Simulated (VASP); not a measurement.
VASP ran on this input.

**INCAR**
```
ISIF=2
PREC=Accurate
LWAVE=.False.
EDIFF=1E-6   # SCF stop (eV)
LMAXMIX=4   # l cut-off of mixed one-centre charges
SIGMA=0.02   # width (eV)
LREAL=.False.   # projection in real space or not
ALGO=Normal   # blocked Davidson
SYSTEM=ZrO2
LCHARG=.False.
NELM=100
ENCUT=400   # plane-wave cut-off (eV)
ISMEAR=0
LASPH=.True.
GGA=PE   # PBE
```

KPOINTS:
```
Automatic mesh
0
gamma
3 3 3
0 0 0
```

POSCAR:
```
ZrO2
1
    5.1539900000     0.0000000000     0.0000000000
    0.0000000000     5.2281100000     0.0000000000
   -0.8738650000     0.0000000000     5.2575720000
Zr O
4 8
Direct
  0.7195150000   0.9635310000   0.7912490000
  0.2664210000   0.0209460000   0.1917350000
  0.2761130000   0.4606950000   0.7104950000
  0.7194840000   0.5386890000   0.3007940000
  0.0703630000   0.1906270000   0.8350460000
  0.9323690000   0.8208630000   0.1692840000
  0.9263450000   0.6736240000   0.6667410000
  0.0660520000   0.3251730000   0.3348770000
  0.5638270000   0.2399110000   0.0143030000
  0.4611490000   0.7575010000   0.9796490000
  0.4327740000   0.7632230000   0.4933280000
  0.5655880000   0.2452160000   0.5124980000
```

POTCAR, in this order: Zr_sv O (PBE.64 set). Program: vasp_std.

Task: Translate this PBE calculation to Quantum ESPRESSO's pw.x.

Result: One equivalent input (not run):
```
&CONTROL
  calculation = 'scf'
  pseudo_dir = './pseudo'
  outdir = './out'
  tprnfor = .true.
  tstress = .true.
/
&SYSTEM
  ibrav = 0
  nat = 12
  ntyp = 2
  ecutwfc = 84
  occupations = 'smearing'
  smearing = 'gaussian'
  degauss = 0.00147
  input_dft = 'pbe'
/
&ELECTRONS
  conv_thr = 7.3e-08
  electron_maxstep = 100
/
ATOMIC_SPECIES
  Zr 91.224 Zr.upf
  O 15.999 O.upf
CELL_PARAMETERS angstrom
     5.1539900    0.0000000    0.0000000
     0.0000000    5.2281100    0.0000000
    -0.8738650    0.0000000    5.2575720
ATOMIC_POSITIONS crystal
  Zr   0.7195150  0.9635310  0.7912490
  Zr   0.2664210  0.0209460  0.1917350
  Zr   0.2761130  0.4606950  0.7104950
  Zr   0.7194840  0.5386890  0.3007940
  O    0.0703630  0.1906270  0.8350460
  O    0.9323690  0.8208630  0.1692840
  O    0.9263450  0.6736240  0.6667410
  O    0.0660520  0.3251730  0.3348770
  O    0.5638270  0.2399110  0.0143030
  O    0.4611490  0.7575010  0.9796490
  O    0.4327740  0.7632230  0.4933280
  O    0.5655880  0.2452160  0.5124980
K_POINTS automatic
  3 3 3 0 0 0
```
What does not carry over: the potentials are each code's own (VASP's PAW set, PseudoDojo norm-conserving files in pw.x), so ENCUT and ecutwfc are chosen apart and not converted; conv_thr bounds pw.x's estimated SCF error, while EDIFF bounds the energy change between steps.

The structure comes from a computed database's ZrO2 entry, a phase known from measurement. The cell was not relaxed at this level, atoms are displaced from their ideal sites.
